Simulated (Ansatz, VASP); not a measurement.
## HfC (wurtzite type (invented)): VASP beside Ansatz

Aim: how closely do two programs agree when they are given the same cell, functional and k mesh? The cell is generated by rule, not measured, and may not be a known phase. Of the first pair: The two relaxations start from unlike cells of this crystal (the structure described is Ansatz's start), so only their ends are compared.

Method: plane waves, with VASP 6.6.1 beside it; relaxation of cell and atoms at PBEsol, in Ansatz 0.2.0.

### Step 1. The starting structure

It takes space group P6_3mc (No. 186, hexagonal). The conventional cell has a = 4.017 Å, b = 4.017 Å, c = 6.560 Å, α = 90.00°, β = 90.00°, γ = 120.00°. Nearest to Hf lie 4 C at 2.46 Å. Nearest to C lie 4 Hf at 2.46 Å. Farther neighbours are not listed.

### Step 2. VASP: relaxation of cell and atoms, PBEsol, pair 1

The relaxed volume is the usual yardstick between codes: in a stiff, nearly cubic crystal its relative difference is about their pressure difference at one cell divided by the bulk modulus.

Lines of VASP's logs that name or quote its potential files are left out, and so is its time.

File INCAR:

```
SYSTEM = HfC
PREC = Accurate
ENCUT = 600
EDIFF = 1E-07
NELM = 120
ISMEAR = 0
SIGMA = 0.1
LREAL = .FALSE.
ALGO = Normal
GGA = PS
NBANDS = 20
LASPH = .TRUE.
LORBIT = 11
LWAVE = .FALSE.
LCHARG = .FALSE.
ISIF = 3
IBRION = 2
NSW = 80
EDIFFG = -0.005
GGA_COMPAT = .FALSE.
NELMIN = 4
KPAR = 2
```

File POSCAR:

```
HfC
1.0
    3.8095162627      0.0000000519      0.0000000000
   -1.9047585605      3.2991376729      0.0000000000
    0.0000000000      0.0000000000      4.6104770934
Hf C
2 2
Direct
    0.3333334163      0.6666666667      0.9303728530
    0.6666665837      0.3333333333      0.4303728530
    0.3333334163      0.6666666667      0.4446271089
    0.6666665837      0.3333333333      0.9446271089
```

File KPOINTS:

```
Automatic mesh
0
Gamma
6 6 4
0 0 0
```

PAW data sets: Hf_pv and C (PBE family, release 64).

Run with:

```bash
> mpirun -np 2 vasp_std
```

Numbers of over 12 decimals in the logs are rounded to 6 here.

Output:

```text
[banner, memory and clock lines left out]
running    2 mpi-ranks, on    1 nodes
 distrk:  each k-point on    1 cores,    2 groups
 distr:  one band on    1 cores,    1 groups

 POSCAR found type information on POSCAR HfC
 POSCAR found :  2 types and       4 ions
|                                                                             |
|               ----> ADVICE to this user running VASP <----                  |
|                                                                             |
|     You enforced a specific xc type in the INCAR file but a different       |
|     [... a line on the potential file left out ...]
|     I HOPE YOU KNOW WHAT YOU ARE DOING!                                     |
|                                                                             |

 LDA part: xc-table for (Slater+PW92), standard interpolation
 POSCAR, INCAR and KPOINTS ok, starting setup
 FFT: planning ... GRIDC
 FFT: planning ... GRID_SOFT
 FFT: planning ... GRID
 WAVECAR not read
 entering main loop
       N       E                     dE             d eps       ncg     rms          rms(c)
DAV:   1     0.107297482210E+03    0.10730E+03   -0.16925E+04   840   0.150E+03
DAV:   2    -0.433545081280E+02   -0.15065E+03   -0.14422E+03  1072   0.330E+02
DAV:   3    -0.502022459687E+02   -0.68477E+01   -0.68015E+01  1044   0.513E+01
DAV:   4    -0.503085198787E+02   -0.10627E+00   -0.10620E+00  1136   0.685E+00
DAV:   5    -0.503093441024E+02   -0.82422E-03   -0.82414E-03  1044   0.604E-01    0.824E+01
DAV:   6    -0.431888140523E+02    0.71205E+01   -0.45672E+01   936   0.268E+01    0.570E+01
DAV:   7    -0.431095188131E+02    0.79295E-01   -0.23178E+00  1000   0.848E+00    0.264E+01
DAV:   8    -0.430930366825E+02    0.16482E-01   -0.91352E-02  1024   0.205E+00    0.523E+00
DAV:   9    -0.430832024960E+02    0.98342E-02   -0.68378E-02   992   0.108E+00    0.255E+00
DAV:  10    -0.430820815743E+02    0.11209E-02   -0.49836E-03  1012   0.414E-01    0.351E-01
DAV:  11    -0.430820852004E+02   -0.36261E-05   -0.53405E-04  1044   0.134E-01    0.578E-02
DAV:  12    -0.430820825945E+02    0.26059E-05   -0.91893E-06   984   0.215E-02    0.694E-02
DAV:  13    -0.430820807011E+02    0.18934E-05   -0.61593E-06  1036   0.141E-02    0.684E-03
DAV:  14    -0.430820806802E+02    0.20947E-07   -0.15584E-07   652   0.293E-03
   1 F= -.43082081E+02 E0= -.43080601E+02  d E =-.430821E+02
 curvature:   0.00 expect dE= 0.000E+00 dE for cont linesearch  0.000E+00
 trial: gam= 0.00000 g(F)=  0.113E-06 g(S)=  0.243E-04 ort = 0.000E+00 (trialstep = 0.100E+01)
 search vector abs. value=  0.244E-04
 bond charge predicted
       N       E                     dE             d eps       ncg     rms          rms(c)
DAV:   1    -0.430821355662E+02   -0.54865E-04   -0.24762E-03   920   0.360E-01    0.181E-01
DAV:   2    -0.430820964557E+02    0.39111E-04   -0.87767E-05  1064   0.628E-02    0.572E-02
DAV:   3    -0.430820794961E+02    0.16960E-04   -0.20993E-05   984   0.318E-02    0.200E-02
DAV:   4    -0.430820779307E+02    0.15654E-05   -0.47125E-06  1136   0.146E-02    0.151E-02
DAV:   5    -0.430820780220E+02   -0.91340E-07   -0.15255E-07   572   0.269E-03
   2 F= -.43082078E+02 E0= -.43080587E+02  d E =0.265813E-05
 trial-energy change:    0.000003  1 .order    0.000002   -0.000024    0.000028
 step:   0.4436(harm=  0.4623)  dis= 0.00002  next Energy=   -43.082086 (dE=-0.536E-05)
 bond charge predicted
       N       E                     dE             d eps       ncg     rms          rms(c)
DAV:   1    -0.430821052139E+02   -0.27283E-04   -0.77715E-04   876   0.201E-01    0.102E-01
DAV:   2    -0.430820926722E+02    0.12542E-04   -0.27722E-05  1048   0.352E-02    0.322E-02
DAV:   3    -0.430820872339E+02    0.54383E-05   -0.65202E-06   972   0.177E-02    0.112E-02
DAV:   4    -0.430820865919E+02    0.64199E-06   -0.14800E-06  1140   0.816E-03    0.842E-03
DAV:   5    -0.430820865121E+02    0.79855E-07   -0.47087E-08   524   0.150E-03
   3 F= -.43082087E+02 E0= -.43080601E+02  d E =-.583191E-05
 curvature:  -0.23 expect dE=-0.340E-06 dE for cont linesearch -0.227E-07
 trial: gam= 0.12376 g(F)=  0.358E-06 g(S)=  0.112E-05 ort =-0.155E-05 (trialstep = 0.889E+00)
 search vector abs. value=  0.147E-05
 reached required accuracy - stopping structural energy minimisation
```

Parts of OUTCAR (step 2):

```text
ion  position               nearest neighbor table
   1  0.333  0.667  0.930-   4 2.20   4 2.20   4 2.20   3 2.24   3 2.37   2 3.19   2 3.19   2 3.19
                             2 3.19   2 3.19   2 3.19
   2  0.667  0.333  0.430-   3 2.20   3 2.20   3 2.20   4 2.24   4 2.37   1 3.19   1 3.19   1 3.19
                             1 3.19   1 3.19   1 3.19
   3  0.333  0.667  0.445-   2 2.20   2 2.20   2 2.20   1 2.24   1 2.37
   4  0.667  0.333  0.945-   1 2.20   1 2.20   1 2.20   2 2.24   2 2.37

  LATTYP: Found a hexagonal cell.
 ALAT       =     3.8095162627
 C/A-ratio  =     1.2102526346

 Subroutine GETGRP returns: Found 12 space group operations
 (whereof  6 operations were pure point group operations)

The static configuration has the point symmetry C_3v.
 The point group associated with its full space group is C_6v.

 Found     21 irreducible k-points:

   k-points           NKPTS =     21   k-points in BZ     NKDIM =     21   number of bands    NBANDS=     20

   dimension x,y,z NGX =    30 NGY =   30 NGZ =   40
   dimension x,y,z NGXF=    60 NGYF=   60 NGZF=   80

   ENCUT  =  600.0 eV  44.10 Ry    6.64 a.u.   7.61  7.61  9.21*2*pi/ulx,y,z

   NELECT =      28.0000    total number of electrons

 k-points in reciprocal lattice and weights: Automatic mesh
   0.00000000  0.00000000  0.00000000       0.007
   0.16666667 -0.00000000  0.00000000       0.042
   0.33333333 -0.00000000  0.00000000       0.042
   0.50000000  0.00000000  0.00000000       0.021
   0.16666667  0.16666667  0.00000000       0.042
   0.33333333  0.16666667  0.00000000       0.083
   0.33333333  0.33333333  0.00000000       0.014
   0.00000000  0.00000000  0.25000000       0.014
   0.16666667 -0.00000000  0.25000000       0.083
[...]
0.33333333  0.16666667  0.50000000       0.083
   0.33333333  0.33333333  0.50000000       0.014

 average (electrostatic) potential at core
       1 -36.5292       2 -36.5292       3 -48.8851       4 -48.8851

 E-fermi :   4.4789

 k-point     1 :       0.0000    0.0000    0.0000
  band No.  band energies     occupation
    ...
      9       1.6642      2.00000
     10       1.6642      2.00000
     11       1.8761      2.00000
     12       1.8761      2.00000
     13       2.5998      2.00000
     14       5.6432      0.00000
     15       5.7883      0.00000
     16       5.7883      0.00000
     17       7.0240      0.00000
     18       9.4330      0.00000
    ...

 k-point     2 :       0.1667   -0.0000    0.0000
  band No.  band energies     occupation
    ...
     10       1.8267      2.00000
     11       2.0173      2.00000
     12       2.2538      2.00000
     13       2.5193      2.00000
     14       4.3691      1.87943
     15       5.4368      0.00000
     16       6.9081      0.00000
     17       8.1772      0.00000
     18       9.5160      0.00000
     19       9.7012      0.00000
    ...

 k-point     3 :       0.3333   -0.0000    0.0000
  band No.  band energies     occupation
    ...
     10       2.0073      2.00000
     11       2.4485      2.00000
     12       2.7678      2.00000
     13       3.3150      2.00000
     14       3.3167      2.00000
     15       4.9432      0.00000
     16       7.4799      0.00000
     17       7.7101      0.00000
     18       9.6645      0.00000
     19       9.8573      0.00000
    ...

  Total        0.0065041      0.0065041      0.0028254     -0.0000000     -0.0000000      0.0000000
  in kB        0.1798800      0.1798799      0.0781409     -0.0000000     -0.0000000      0.0000000
  external PRESSURE =       0.1459669 kB  Pullay stress =       0.0000000 kB

  energy-cutoff  :      600.00
  volume of cell :       57.93
      direct lattice vectors                 reciprocal lattice vectors
     3.809539674  0.000000052  0.000000000     0.262498905  0.151553856 -0.000000000
    -1.904770266  3.299157948  0.000000000    -0.000000004  0.303107644 -0.000000000
     0.000000000  0.000000000  4.609369849    -0.000000000 -0.000000000  0.216949395

 POSITION                                       TOTAL-FORCE (eV/Angst)
 -----------------------------------------------------------------------------------
      0.00000      2.19944      4.28842         0.000000      0.000000      0.001362
      1.90477      1.09972      1.98373        -0.000000     -0.000000      0.001362
      0.00000      2.19944      2.04947        -0.000000      0.000000     -0.001362
      1.90477      1.09972      4.35415         0.000000      0.000000     -0.001362
 -----------------------------------------------------------------------------------
    total drift:                                0.000019     -0.000011     -0.000137

  FREE ENERGIE OF THE ION-ELECTRON SYSTEM (eV)
  ---------------------------------------------------
  free  energy   TOTEN  =       -43.0820865121 eV

  energy  without entropy=      -43.0791159309  energy(sigma->0) =      -43.08060122

 reached required accuracy - stopping structural energy minimisation

 total charge
# of ion       s       p       d       tot
------------------------------------------
    1        0.342   6.623   1.709   8.675
    2        0.342   6.623   1.709   8.675
    3        0.877   1.536   0.000   2.412
    4        0.877   1.536   0.000   2.412
--------------------------------------------------
tot          2.437  16.318   3.419  22.174

[... 3 further parts left out ...]
```

CONTCAR:

```
HfC
   1.00000000000000
     3.8095396739921212    0.0000000518975926    0.0000000000000000
    -1.9047702661510590    3.2991579476719526    0.0000000000000000
     0.0000000000000000    0.0000000000000000    4.6093698493377344
  Hf              C
     2     2
Direct
     0.3333334163000004    0.6666666667000030    0.9303693016117431
     0.6666665836999996    0.3333333332999970    0.4303693016117431
     0.3333334163000004    0.6666666667000030    0.4446306602882591
     0.6666665836999996    0.3333333332999970    0.9446306602882590
```

### Step 3. Ansatz: relaxation of cell and atoms, PBEsol, pair 1

Ansatz runs on its default PAW (the set named soft_2) files.

Its own start cell and the same functional, mesh and smearing now go to Ansatz, which takes its cutoff from its data sets.

File input.yaml:

```yaml
crystal:
  lattice:
    - [4.017163, 0.0, 0.0]
    - [-2.008582, 3.478965, 0.0]
    - [0.0, 0.0, 6.56003]
  atoms:
    - { symbol: Hf, position: [0.333333, 0.666667, 0.0] }
    - { symbol: Hf, position: [0.666667, 0.333333, 0.5] }
    - { symbol: C, position: [0.333333, 0.666667, 0.375] }
    - { symbol: C, position: [0.666667, 0.333333, 0.875] }
kpoints:
  mp_grid: { grid: [6, 6, 4] }
hamiltonian:
  xc: pbesol
scf:
  occupations: { method: gaussian, width: 0.1 }
output:
  forces: true
  stress: true
  eigenvalues: true
relax:
  adjacent_minimum: "off"
  f_tol: 0.05
  max_steps: 80
  cell: { stress_tol: 0.5 }
```

Run with:

```bash
> ansatz run input.yaml --threads 2 --pin off --max-ram 5120MiB --backend cpu --events-out ev --progress --plain --runs-dir out
```

Output:

```text
Warning: the atoms were moved onto the symmetric positions of the space group found under crystal.symmetry.tolerance 1.0e-5 (fractional; no operation is sought that the atoms, as they stand in a round, miss by more than twice it, and no atom is moved by as much as it), and the run uses the moved positions. Before a round's move an operation carried an atom to 4.02e-6 Å from where it should land, the largest such dist [...]
The last accepted step is kept in <dir> (removed where the run ends without a failure and the disk answers)
Engine: ansatz 0.2.0, aarch64-unknown-linux-gnu
Pseudopotentials: kind: paw
Pseudopotential: Hf, paw, valence charge 26, recommended cutoff 420 eV (normal), Hf.paw.azcp
Pseudopotential: C, paw, valence charge 4, recommended cutoff 420 eV (normal), C.paw.azcp
Functional definition: PBEsol
  exchange = pbesol_x
  correlation = pbesol_c
Crystal: 4 atoms, lattice volume = 91.680 Å³
Basis set: ecut = 420 eV, 1785 PW (Γ), exchange–correlation on 54×54×90 points (8 copies of the dense FFT grid, shifted against one another)
Bands: 36, of which v1, the nominal top of the filled ones, is band 30 counted from 1 (29 counted from 0)
Symmetry: 12 space group operations
Space group: P63mc (ITA 186), of the structure as read, at distance tolerance 4.5e-5 Å
k-points: 21 of 144 (time reversal used)
Non-local potential: Hf, projectors of the file, l = 0: 3, l = 1: 2, l = 2: 2, l = 3: 3
Non-local potential: C, projectors of the file, l = 0: 2, l = 1: 2, l = 2: 1
PAW form: soft (Blöchl's): semilocal exchange-correlation on the pseudo side does not see the compensation charge
PAW frozen core: Hf, regenerated for the run's functional, and the local potential with it (the file was generated under x = pbe(κ = 0.804, μ = 0.219515), c = pbe(β = 0.066725))
PAW frozen core: C, regenerated for the run's functional, and the local potential with it (the file was generated under x = pbe(κ = 0.804, μ = 0.219515), c = pbe(β = 0.066725))
PAW one-centre angular grid: Hf, 590 points (default); XC on 64 Gauss nodes
PAW one-centre angular grid: C, 110 points (default); XC on 64 Gauss nodes
[...]
SCF iter   2: F=—  HF=-31692.126571 eV  |F-HF|=—  |Δ(HF+E_count)|=   2.10e-3  Δρ=1.68e-3  dr2=1.41e-3  ethr=1.05e-5  ⟨swp⟩=2.0  Hψ=1182  notcnv=0
SCF iter   3: F=—  HF=-31692.126009 eV  |F-HF|=—  |Δ(HF+E_count)|=   5.62e-4  Δρ=2.23e-4  dr2=2.41e-5  ethr=2.35e-6  ⟨swp⟩=2.0  Hψ=1165  notcnv=0
SCF iter   4: F=—  HF=-31692.126015 eV  |F-HF|=—  |Δ(HF+E_count)|=   5.69e-6  Δρ=6.33e-5  dr2=2.29e-6  ethr=4.02e-8  ⟨swp⟩=3.0  Hψ=1695  notcnv=0
SCF iter   5: F=—  HF=-31692.126009 eV  |F-HF|=—  |Δ(HF+E_count)|=   6.27e-6  Δρ=1.43e-5  dr2=5.75e-8  ethr=3.82e-9  ⟨swp⟩=2.9  Hψ=1730  notcnv=0
SCF iter   6: F=—  HF=-31692.126009 eV  |F-HF|=—  |Δ(HF+E_count)|=   3.79e-8  Δρ=5.96e-6  dr2=1.39e-8  ethr=6.67e-12  ⟨swp⟩=9.1  Hψ=5246  notcnv=0
SCF iter   7: F=—  HF=-31692.126009 eV  |F-HF|=—  |Δ(HF+E_count)|=   1.29e-8  Δρ=2.03e-6  dr2=1.43e-9  ethr=6.67e-12  ⟨swp⟩=5.9  Hψ=3691  notcnv=0
SCF iter   8: F=-31692.126009 eV  HF=-31692.126009 eV  |F-HF|=1.71e-10  |Δ(HF+E_count)|=   1.51e-9  Δρ=5.36e-7  dr2=1.15e-10  ethr=2.38e-12  ⟨swp⟩=5.8  Hψ=3460  notcnv=0
SCF 13 converged in 8 iterations: F = -31692.126009 eV  dr2 = 1.15e-10
relax step  13: F+E_penalty+E_count = -31692.12600860 eV  Δ(F+E_penalty+E_count) = -3.378e-3 eV  max|allowed force component| = 4.276e-2 eV/Å  Δτ_max = 0.0107 Å  P = -0.035 GPa  Ω = 58.066 Å³  energy of the carried Pulay correction = +2.913e-2 eV  (8 SCF iters, accepted)
[...]
relax step  14: F+E_penalty+E_count = -31692.12638812 eV  Δ(F+E_penalty+E_count) = -3.795e-4 eV  max|allowed force component| = 2.834e-2 eV/Å  Δτ_max = 0.0114 Å  P = +0.186 GPa  Ω = 58.025 Å³  energy of the carried Pulay correction = +2.917e-2 eV  (7 SCF iters, accepted)
[...]
relax step  15: F+E_penalty+E_count = -31692.11768529 eV  Δ(F+E_penalty+E_count) = +8.703e-3 eV  max|allowed force component| = 2.974e-2 eV/Å  Δτ_max = 0.0000 Å  P = +0.063 GPa  Ω = 58.025 Å³  stress off target by 1.45e-1 GPa  SCF on the basis re-selected at this cell (its energy is not comparable with the rows above)  (6 SCF iters)
basis re-selected at this cell: Δ(F+E_penalty+E_count) = +8.703e-3 eV, ΔP = -0.124 GPa vs the last step (what re-selecting the basis moved, of the pressure what is left beyond the Pulay correction that the steps carried, after the strain that the cell walked since its last selection, with what the two solves' SCF thresholds leave and, on support functions, any second-order correction that the steps lacked; it is no measure of the basis error at this ecutwfc). The dense FFT grid was sized anew with the basis: this SCF ran on 27×27×32 points, the steps before it on 27×27×45, so part of this shift can come from that change (see relax.cell in the input reference). [rest of the remark cut]
SCF converged after 6 iterations
Free energy (F): -31692.117685 eV
Harris-Foulkes:  -31692.117685 eV  (|F-HF|=6.55e-10)
Internal energy: -31692.114964 eV  (E = F + TS)
E sigma→0 (E₀):  -31692.116324 eV
Entropy (-TS):   -0.002722 eV (-0.680 meV/atom)
Fermi energy:    16.761465 eV
--- Per-component energies (eV) ---
  E_band       = 28.201932
  E_kinetic    = 1025.062512
  E_local      = -11252.683811  (includes V_loc(G=0)·N_el)
  E_nonlocal   = -2421.473856
  E_hartree    = 5253.087481
  E_xc         = -692.030943
  E_vxc        = -652.236752  (∫ρ·V_xc dr)
  E_paw        = -13805.910637  (= ΣΔE_a)
  E_vpaw       = 2823.357634  (= ΣTr[D̂ρ^β])
  E_aug_tail   = 0.000011  (compensation charges beyond the density's cutoff)
  E_ewald      = -9800.710105
  E_core_change = 2.544384  (= ΣΔE_core)
  E_smearing   = -0.002722  (= −TS)
  E_closure    = 0.000000  (closes the sum)
  Σ components = -31692.117685   (vs F -31692.117685, Δ=0.00e0)
--- Forces (eV/Å), atoms counted from 1 ---
  atom   1  Hf     0.00000000    -0.00000000    -0.02974214
  atom   2  Hf    -0.00000000     0.00000000    -0.02974214
  atom   3  C      0.00000000    -0.00000000     0.02974575
  atom   4  C     -0.00000000     0.00000000     0.02974575
  max |Σ_I F_I| component: 7.22e-6 eV/Å
--- Stress (GPa, compression-positive) ---
        0.021768       0.000000      -0.000000
        0.000000       0.021768      -0.000000
       -0.000000      -0.000000       0.145293
  P = ⅓ Tr σ = 0.0629 GPa (0.629 kbar)
--- Band table (eV; the first three rows and the last of 21) ---
  k-point 0: bands = [... 26 lower, 14.1133, 14.1133, 14.8257, 17.9233, 18.0315, 18.0315, 19.3037, 21.6679, ... 2 higher]
  k-point 1: bands = [... 26 lower, 13.8212, 13.8605, 13.8605, 15.5170, 19.0904, 19.0904, 19.8492, 22.0554, ... 2 higher]
  k-point 2: bands = [... 26 lower, 13.5568, 13.5568, 13.5568, 13.5568, 21.0244, 21.0244, 21.2144, 21.2144, ... 2 higher]
  k-point 20: bands = [... 26 lower, 14.3700, 14.3700, 14.8358, 14.8358, 18.1853, 18.1853, 21.2165, 21.2165, ... 2 higher]
--- Relaxed structure (14 steps of the walk, 11 accepted, 1 SCFs on fresh bases) ---
  F+E_penalty+E_count = -31692.11768529 eV   max|allowed force component| = 2.974e-2 eV/Å   (the final SCF, on the basis selected at the relaxed cell)
  cell:  # Å, volume = 58.0247 Å³
    - [3.811558, 2.7390027036048347e-7, 4.795415077399738e-17]
    - [-1.905779, 3.300906, -1.5649459214673738e-18]
    - [7.830916120605494e-17, 4.2260918639817766e-17, 4.611868]
  atoms:
    - { symbol: Hf, position: [0.333333, 0.666667, -0.054891] }
    - { symbol: Hf, position: [0.666667, 0.333333, 0.445109] }
    - { symbol: C, position: [0.333333, 0.666667, 0.429891] }
    - { symbol: C, position: [0.666667, 0.333333, 0.929891] }
```

### Step 4. Comparison

Known differences besides the potentials themselves: the data sets hold 60 valence electrons in Ansatz (on its default PAW (the set named soft_2) files) and 28 in VASP; the cutoff is 420 eV in Ansatz and 600 eV in VASP; Ansatz makes its cores anew for this functional, VASP keeps those of its PBE data sets; Ansatz adds a Pulay correction to the stress that steers its cell, VASP none. Total energies have different zeros and are not compared.

Both answers:

```csv
quantity,Ansatz,VASP,difference
volume (Å³),58.02,57.93,+0.16 %
"edge a after relaxation, in the typed setting (Å)",3.812,3.809,+0.06 %
"edge c after relaxation, in the typed setting (Å)",4.612,4.609,+0.05 %
```

(Part 1 of 2 ends here.)

[Lines on the potential files, build, host, timing and source positions are cut from VASP's logs without a mark.]

[Logs are printed without paths, hosts, clocks, repeated set-up lines and the standing remarks that a program may print on its own settings, such as how far it seeks lower states.]

[Hosts, paths, dates, database ids (printed as entryN), source tags and the programs' standing remarks are cut or masked in the printed files.]
